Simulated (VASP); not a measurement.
Data:

```yaml
crystal:
  lattice:
    - [1.88480, -3.26457, 0.00000]
    - [1.88480, 3.26457, 0.00000]
    - [0.00000, 0.00000, 4.87366]
  atoms:
    - { symbol: Ni, position: [0.00000, 0.00000, 0.50000] }
    - { symbol: Ni, position: [0.00000, 0.00000, 0.00000] }
    - { symbol: Sb, position: [0.33333, 0.66667, 0.25000] }
    - { symbol: Sb, position: [0.66667, 0.33333, 0.75000] }
```

Calculation: PBEsol GGA, VASP's PBE PAW potentials (set 64) (plane waves; VASP). Settings: 480 eV cut-off, 8×8×6 Γ-centred mesh, first-order Methfessel-Paxton smearing of 0.10 eV, potentials Ni Sb.

Unless said otherwise, spin-orbit coupling is left out, though it shifts the bands of the heavy elements here.

**Question.** Predict the energy per atom (σ→0), pressure, band gap (on the k-mesh) with the smallest direct gap where there is one.

**Answer.** 
- band gap (on the k-mesh): none (metal, semimetal or under 0.01 eV)
- energy per atom (σ→0): -5.567 eV/atom
- pressure: 20.00 GPa

The absolute energy has meaning only against runs of the same code, potentials and settings.

The compound is NiSb in the NiAs type structure. It was relaxed first under an external pressure of 20 GPa. The run is not spin-polarised, so no magnetic state was tried.
